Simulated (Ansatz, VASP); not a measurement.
## ZnP2H8O10 (ZnP2H8O10 (P2_1/c)): VASP beside Ansatz

Aim: how closely do two programs agree when they are given the same cell, functional and k mesh? Of the first pair: The structure shown is the start of the Ansatz relaxation below; VASP solves that cell, so the two are compared at the walk's first step.

Program: Ansatz 0.2.0. Level of theory: plane waves, with VASP 6.6.1 beside it; single point at PBEsol. Results are calculated unless marked as measured.

## (1) The starting structure

The cell holds 42 atoms: 2 Zn, 16 H, 4 P and 20 O. Cell: a = 5.203 Å, b = 9.961 Å, c = 8.586 Å, α = 90.0°, β = 124.4°, γ = 90.0°.

## (2) Ansatz: relaxation, PBEsol

Ansatz runs on its default PAW (the set named soft_2) files.

The two programs are compared at the cell with which this relaxation starts, whose forces are those of its first step.

Contents of input.yaml:

```yaml
crystal:
  lattice:
    - [5.2026049, 0.0, 0.0]
    - [0.0, 9.9613781, 0.0]
    - [-4.8562504, 0.0, 7.0812493]
  atoms:
    - { symbol: Zn, position: [0.0, 0.0, 0.0] }
    - { symbol: Zn, position: [0.0, 0.5, 0.5] }
    - { symbol: H, position: [0.40148062, 0.07457135, 0.83306036] }
    - { symbol: H, position: [0.40148062, 0.42542865, 0.33306036] }
    - { symbol: H, position: [0.59851938, 0.92542865, 0.16693964] }
    - { symbol: H, position: [0.59851938, 0.57457135, 0.66693964] }
    - { symbol: H, position: [0.41705566, 0.94890414, 0.73002758] }
    - { symbol: H, position: [0.41705566, 0.55109586, 0.23002758] }
    - { symbol: H, position: [0.58294434, 0.05109586, 0.26997242] }
    - { symbol: H, position: [0.58294434, 0.44890414, 0.76997242] }
    - { symbol: H, position: [0.45310684, 0.10792751, 0.6001672] }
    - { symbol: H, position: [0.45310684, 0.39207249, 0.1001672] }
    - { symbol: H, position: [0.54689316, 0.89207249, 0.3998328] }
    - { symbol: H, position: [0.54689316, 0.60792751, 0.8998328] }
    - { symbol: H, position: [0.87072346, 0.22562351, 0.48683541] }
    - { symbol: H, position: [0.87072346, 0.27437649, 0.98683541] }
    - { symbol: H, position: [0.12927654, 0.77437649, 0.51316459] }
    - { symbol: H, position: [0.12927654, 0.72562351, 0.01316459] }
    - { symbol: P, position: [0.09321591, 0.21656107, 0.33668458] }
    - { symbol: P, position: [0.09321591, 0.28343893, 0.83668458] }
    - { symbol: P, position: [0.90678409, 0.78343893, 0.66331542] }
    - { symbol: P, position: [0.90678409, 0.71656107, 0.16331542] }
    - { symbol: O, position: [0.98127752, 0.16837015, 0.14100302] }
    - { symbol: O, position: [0.98127752, 0.33162985, 0.64100302] }
    - { symbol: O, position: [0.01872248, 0.83162985, 0.85899698] }
    - { symbol: O, position: [0.01872248, 0.66837015, 0.35899698] }
    - { symbol: O, position: [0.13508898, 0.36723351, 0.36176423] }
    - { symbol: O, position: [0.13508898, 0.13276649, 0.86176423] }
    - { symbol: O, position: [0.86491102, 0.63276649, 0.63823577] }
    - { symbol: O, position: [0.86491102, 0.86723351, 0.13823577] }
    - { symbol: O, position: [0.40570428, 0.14241725, 0.47701892] }
    - { symbol: O, position: [0.40570428, 0.35758275, 0.97701892] }
    - { symbol: O, position: [0.59429572, 0.85758275, 0.52298108] }
    - { symbol: O, position: [0.59429572, 0.64241725, 0.02298108] }
    - { symbol: O, position: [0.84808873, 0.17180128, 0.3788348] }
    - { symbol: O, position: [0.84808873, 0.32819872, 0.8788348] }
    - { symbol: O, position: [0.15191127, 0.82819872, 0.6211652] }
    - { symbol: O, position: [0.15191127, 0.67180128, 0.1211652] }
    - { symbol: O, position: [0.52796768, 0.03390303, 0.79040004] }
    - { symbol: O, position: [0.52796768, 0.46609697, 0.29040004] }
    - { symbol: O, position: [0.47203232, 0.96609697, 0.20959996] }
    - { symbol: O, position: [0.47203232, 0.53390303, 0.70959996] }
basis:
  ecutwfc: 420
  xc_grid: 2
hamiltonian:
  xc: pbesol
kpoints:
  mp_grid: { grid: [6, 3, 4] }
scf:
  occupations: { method: fermi_dirac, width: 0.01 }
  max_iter: 150
output:
  forces: true
  stress: true
relax:
  f_tol: 0.01
  max_steps: 60
  cell: {}
checkpoint:
  write: "../pbesol.run"
  compress: false
  write_wavefunctions: false
  write_every: 100000
```

Command:

```sh
$ ansatz run input.yaml --threads 4 --pin off --max-ram 6594MiB --backend cpu --events-out ev --progress --plain --runs-dir out
```

Numbers of over 12 decimals in the logs are rounded to 6 here.

What it wrote:

```text
Engine: ansatz 0.2.0, x86_64-unknown-linux-gnu
Pseudopotentials: kind: paw
Pseudopotential: Zn, paw, valence charge 12, recommended cutoff 420 eV (normal), Zn.paw.azcp
Pseudopotential: H, paw, valence charge 1, recommended cutoff 420 eV (normal), H.paw.azcp
Pseudopotential: P, paw, valence charge 5, recommended cutoff 420 eV (normal), P.paw.azcp
Pseudopotential: O, paw, valence charge 6, recommended cutoff 420 eV (normal), O.paw.azcp
Functional definition: PBEsol
  exchange = pbesol_x
  correlation = pbesol_c
Crystal: 42 atoms, lattice volume = 366.987 Å³
Basis set: ecut = 420 eV, 7199 PW (Γ), exchange–correlation on 72×144×120 points (8 copies of the dense FFT grid, shifted against one another)
Bands: 132, of which v1, the nominal top of the filled ones, is band 90 counted from 1 (89 counted from 0)
Symmetry: 4 space group operations
Space group: P21/c (ITA 14), of the structure as read, at distance tolerance 7.2e-5 Å
k-points: 28 of 72
Non-local potential: Zn, projectors of the file, l = 0: 2, l = 1: 2, l = 2: 3, l = 3: 1
Non-local potential: H, projectors of the file, l = 0: 2, l = 1: 1
Non-local potential: P, projectors of the file, l = 0: 2, l = 1: 2, l = 2: 2
Non-local potential: O, projectors of the file, l = 0: 2, l = 1: 2, l = 2: 1
PAW form: soft (Blöchl's): semilocal exchange-correlation on the pseudo side does not see the compensation charge
PAW frozen core: Zn, regenerated for the run's functional, and the local potential with it (the file was generated under x = pbe(κ = 0.804, μ = 0.219515), c = pbe(β = 0.066725))
PAW frozen core: P, regenerated for the run's functional, and the local potential with it (the file was generated under x = pbe(κ = 0.804, μ = 0.219515), c = pbe(β = 0.066725))
PAW frozen core: O, regenerated for the run's functional, and the local potential with it (the file was generated under x = pbe(κ = 0.804, μ = 0.219515), c = pbe(β = 0.066725))
PAW one-centre angular grid: Zn, 590 points (default); XC on 64 Gauss nodes
PAW one-centre angular grid: H, 110 points (default); XC on 64 Gauss nodes
PAW one-centre angular grid: P, 110 points (default); XC on 64 Gauss nodes
PAW one-centre angular grid: O, 110 points (default); XC on 64 Gauss nodes
Initial density: superposition of atomic densities (neutral atoms: chi_scale 0, normalization atom), corrected by the library's trained network
Initial wavefunctions: pseudopotential atomic-orbital guess
Functional: x = pbesol(κ = 0.804, μ = 0.123457), c = pbesol(β = 0.046)
SCF iter   1: F=—  HF=-21003.081609 eV  |F-HF|=—  |Δ(HF+E_count)|=         —  Δρ=1.08e-2  dr2=3.05e-1  ethr=1.77e-3  ⟨swp⟩=6.9  Hψ=19051  notcnv=0  defer=343
preconditioner: auto → Resta (q_TF=auto, 2.423 Å⁻¹)  ε∞=3.2  [insulator: Δε(μ)=4.918 eV  Ē_g=17.548 eV  σ=0.010 eV  W_gap=1.00  n_scr=82 (ndim 8)  ℏωp=26.0 eV  f_vac=0.114  D(μ)=0.00/eV (n_scr^D=0)  ε∞_Penn≈3.2]
SCF iter   2: F=—  HF=-21002.984319 eV  |F-HF|=—  |Δ(HF+E_count)|=   9.73e-2  Δρ=2.43e-3  dr2=1.36e-2  ethr=1.69e-4  ⟨swp⟩=3.1  Hψ=6611  notcnv=0  defer=1034
SCF iter   3: F=—  HF=-21002.984194 eV  |F-HF|=—  |Δ(HF+E_count)|=   1.25e-4  Δρ=1.27e-3  dr2=4.32e-3  ethr=7.58e-6  ⟨swp⟩=3.2  Hψ=4960  notcnv=0  defer=1034
SCF iter   4: F=—  HF=-21002.985179 eV  |F-HF|=—  |Δ(HF+E_count)|=   9.85e-4  Δρ=4.88e-4  dr2=5.83e-4  ethr=2.40e-6  ⟨swp⟩=2.0  Hψ=4742  notcnv=0  defer=1034
SCF iter   5: F=—  HF=-21002.985036 eV  |F-HF|=—  |Δ(HF+E_count)|=   1.43e-4  Δρ=1.53e-4  dr2=6.70e-5  ethr=3.24e-7  ⟨swp⟩=3.4  Hψ=6292  notcnv=0  defer=1034
SCF iter   6: F=—  HF=-21002.985538 eV  |F-HF|=—  |Δ(HF+E_count)|=   5.02e-4  Δρ=8.83e-5  dr2=2.26e-5  ethr=3.72e-8  ⟨swp⟩=2.2  Hψ=5017  notcnv=0  defer=1034
SCF iter   7: F=—  HF=-21002.985548 eV  |F-HF|=—  |Δ(HF+E_count)|=   1.02e-5  Δρ=2.37e-5  dr2=1.58e-6  ethr=1.26e-8  ⟨swp⟩=2.5  Hψ=4659  notcnv=0  defer=1034
SCF iter   8: F=—  HF=-21002.985550 eV  |F-HF|=—  |Δ(HF+E_count)|=   2.03e-6  Δρ=8.25e-6  dr2=2.19e-7  ethr=8.79e-10  ⟨swp⟩=3.0  Hψ=6269  notcnv=0  defer=1034
SCF iter   9: F=-21002.985551 eV  HF=-21002.985551 eV  |F-HF|=2.90e-9  |Δ(HF+E_count)|=   2.22e-7  Δρ=4.65e-6  dr2=6.08e-8  ethr=5.56e-11  ⟨swp⟩=5.1  Hψ=12007  notcnv=0
SCF 1 converged in 9 iterations: F = -21002.985551 eV  dr2 = 6.08e-8
  greatest PAW one-centre occupation: 0.994 electrons in one spin orbital (limit 2), on the Zn atom at site 1 (counted from 0), in its partial waves of l = 2
relax step   1: F+E_penalty+E_count = -21002.98555067 eV  Δ(F+E_penalty+E_count) = +0.000e0 eV  max|allowed force component| = 6.338e-1 eV/Å  Δτ_max = 0.0000 Å  P = +3.158 GPa  Ω = 366.987 Å³  (9 SCF iters, dr2 threshold 1.00e-7 eV, accepted)
Crystal: 42 atoms, lattice volume = 369.594 Å³
Basis set: ecut = 420 eV, 7225 PW (Γ), exchange–correlation on 72×144×120 points (8 copies of the dense FFT grid, shifted against one another)
[...]
SCF iter   2: F=—  HF=-21003.141744 eV  |F-HF|=—  |Δ(HF+E_count)|=   4.03e-4  Δρ=7.89e-6  dr2=2.13e-8  ethr=3.93e-11  ⟨swp⟩=4.5  Hψ=10196  notcnv=0
SCF iter   3: F=—  HF=-21003.141746 eV  |F-HF|=—  |Δ(HF+E_count)|=   2.27e-6  Δρ=3.39e-6  dr2=4.33e-9  ethr=1.18e-11  ⟨swp⟩=2.6  Hψ=6688  notcnv=0
[...]
SCF converged after 5 iterations
Free energy (F): -21003.141747 eV
Harris-Foulkes:  -21003.141747 eV  (|F-HF|=2.29e-10)
Internal energy: -21003.141747 eV  (E = F + TS)
E sigma→0 (E₀):  -21003.141747 eV
Fermi energy:    4.826529 eV
--- Per-component energies (eV) ---
  E_band       = -834.550806
  E_kinetic    = 4317.348351
  E_local      = -13810.612084  (includes V_loc(G=0)·N_el)
  E_nonlocal   = 2365.658657
  E_hartree    = 5141.064860
  E_xc         = -2113.335651
  E_vxc        = -2400.841726  (∫ρ·V_xc dr)
  E_paw        = -8880.764910  (= ΣΔE_a)
  E_vpaw       = -1588.265839  (= ΣTr[D̂ρ^β])
  E_aug_tail   = 0.031975  (compensation charges beyond the density's cutoff)
  E_ewald      = -8025.017798
  E_core_change = 2.484852  (= ΣΔE_core)
  E_smearing   = -0.000000  (= −TS)
  E_closure    = 0.000000  (closes the sum)
  Σ components = -21003.141747   (vs F -21003.141747, Δ=0.00e0)
--- Forces (eV/Å), atoms counted from 1 ---
  atom   1  Zn     0.00000000     0.00000000     0.00000000
  atom   2  Zn     0.00000000     0.00000000     0.00000000
  atom   3  H     -0.00164803     0.00349800     0.00063212
  atom   4  H     -0.00164803    -0.00349800     0.00063212
  atom   5  H      0.00164803    -0.00349800    -0.00063212
  atom   6  H      0.00164803     0.00349800    -0.00063212
  atom   7  H     -0.00158638    -0.00395881    -0.00241827
  atom   8  H     -0.00158638     0.00395881    -0.00241827
  atom   9  H      0.00158638     0.00395881     0.00241827
  atom  10  H      0.00158638    -0.00395881     0.00241827
  atom  11  H     -0.00276246    -0.00064411     0.00010468
  atom  12  H     -0.00276246     0.00064411     0.00010468
  atom  13  H      0.00276246     0.00064411    -0.00010468
  atom  14  H      0.00276246    -0.00064411    -0.00010468
  atom  15  H     -0.00221379     0.00290481     0.00221371
  atom  16  H     -0.00221379    -0.00290481     0.00221371
  atom  17  H      0.00221379    -0.00290481    -0.00221371
  atom  18  H      0.00221379     0.00290481    -0.00221371
  atom  19  P      0.00173801    -0.00135981    -0.00029537
  atom  20  P      0.00173801     0.00135981    -0.00029537
  atom  21  P     -0.00173801     0.00135981     0.00029537
  atom  22  P     -0.00173801    -0.00135981     0.00029537
  atom  23  O     -0.00003847    -0.00119397     0.00105287
  atom  24  O     -0.00003847     0.00119397     0.00105287
[...]
atom  35  O      0.00187605    -0.00288937    -0.00320423
  atom  36  O      0.00187605     0.00288937    -0.00320423
  atom  37  O     -0.00187605     0.00288937     0.00320423
  atom  38  O     -0.00187605    -0.00288937     0.00320423
  atom  39  O      0.00536086     0.00120052     0.00190029
  atom  40  O      0.00536086    -0.00120052     0.00190029
  atom  41  O     -0.00536086    -0.00120052    -0.00190029
  atom  42  O     -0.00536086     0.00120052    -0.00190029
  max |Σ_I F_I| component: 3.47e-18 eV/Å
--- Stress (GPa, compression-positive) ---
        0.006042       0.000000      -0.009818
        0.000000       0.018472      -0.000000
       -0.009818      -0.000000       0.016850
  P = ⅓ Tr σ = 0.0138 GPa (0.138 kbar)
--- Relaxed structure (11 steps of the walk, 11 accepted, 2 SCFs on fresh bases) ---
  F+E_penalty+E_count = -21003.14174665 eV   max|allowed force component| = 5.361e-3 eV/Å   (the final SCF, on the basis selected at the relaxed cell)
  cell:  # Å, volume = 365.8487 Å³
    - [5.206101, 1.7535654532500416e-18, -0.015795]
    - [3.357535088417253e-18, 9.980248, 4.147504759868785e-18]
    - [-4.881012, 1.3115137213220716e-18, 7.056022]
  atoms:
    - { symbol: Zn, position: [0, 0, 0] }
    - { symbol: Zn, position: [5.551115123125783e-17, 0.5, 0.5] }
    - { symbol: H, position: [0.395187, 0.074977, 0.830551] }
    - { symbol: H, position: [0.395187, 0.425023, 0.330551] }
    - { symbol: H, position: [0.604813, 0.925023, 0.169449] }
    - { symbol: H, position: [0.604813, 0.574977, 0.669449] }
    - { symbol: H, position: [0.409900, 0.946154, 0.727796] }
    - { symbol: H, position: [0.409900, 0.553846, 0.227796] }
    - { symbol: H, position: [0.590100, 0.053846, 0.272204] }
    - { symbol: H, position: [0.590100, 0.446154, 0.772204] }
    - { symbol: H, position: [0.449135, 0.104245, 0.604278] }
    - { symbol: H, position: [0.449135, 0.395755, 0.104278] }
    - { symbol: H, position: [0.550865, 0.895755, 0.395722] }
    - { symbol: H, position: [0.550865, 0.604245, 0.895722] }
    - { symbol: H, position: [0.874724, 0.230405, 0.491057] }
    - { symbol: H, position: [0.874724, 0.269595, 0.991057] }
    - { symbol: H, position: [0.125276, 0.769595, 0.508943] }
    - { symbol: H, position: [0.125276, 0.730405, 0.00894327] }
    - { symbol: P, position: [0.093669, 0.217258, 0.337905] }
    - { symbol: P, position: [0.093669, 0.282742, 0.837905] }
    - { symbol: P, position: [0.906331, 0.782742, 0.662095] }
    - { symbol: P, position: [0.906331, 0.717258, 0.162095] }
    - { symbol: O, position: [0.979523, 0.169731, 0.138576] }
    - { symbol: O, position: [0.979523, 0.330269, 0.638576] }
    - { symbol: O, position: [0.020477, 0.830269, 0.861424] }
    - { symbol: O, position: [0.020477, 0.669731, 0.361424] }
    - { symbol: O, position: [0.140296, 0.369039, 0.363154] }
    - { symbol: O, position: [0.140296, 0.130961, 0.863154] }
    - { symbol: O, position: [0.859704, 0.630961, 0.636846] }
    - { symbol: O, position: [0.859704, 0.869039, 0.136846] }
    - { symbol: O, position: [0.405655, 0.141057, 0.479509] }
    - { symbol: O, position: [0.405655, 0.358943, 0.979509] }
    - { symbol: O, position: [0.594345, 0.858943, 0.520491] }
    - { symbol: O, position: [0.594345, 0.641057, 0.020491] }
    - { symbol: O, position: [0.842747, 0.174648, 0.377036] }
    - { symbol: O, position: [0.842747, 0.325352, 0.877036] }
    - { symbol: O, position: [0.157253, 0.825352, 0.622964] }
    - { symbol: O, position: [0.157253, 0.674648, 0.122964] }
    - { symbol: O, position: [0.523255, 0.033149, 0.786834] }
    - { symbol: O, position: [0.523255, 0.466851, 0.286834] }
    - { symbol: O, position: [0.476745, 0.966851, 0.213166] }
    - { symbol: O, position: [0.476745, 0.533149, 0.713166] }
```

In the SCF lines HF is the Harris–Foulkes energy and dr2 the Hartree energy of the density residual, in eV; the loop may stop once dr2 is under the threshold and the program's other checks hold. Hψ counts applications of the Hamiltonian.

(Part 1 of 2 ends here.)

[Lines on the potential files, build, host, timing and source positions are cut from VASP's logs without a mark.]

[Logs are printed without paths, hosts, clocks, repeated set-up lines and the standing remarks that a program may print on its own settings, such as how far it seeks lower states.]

[Hosts, paths, dates, database ids (printed as entryN), source tags and the programs' standing remarks are cut or masked in the printed files.]
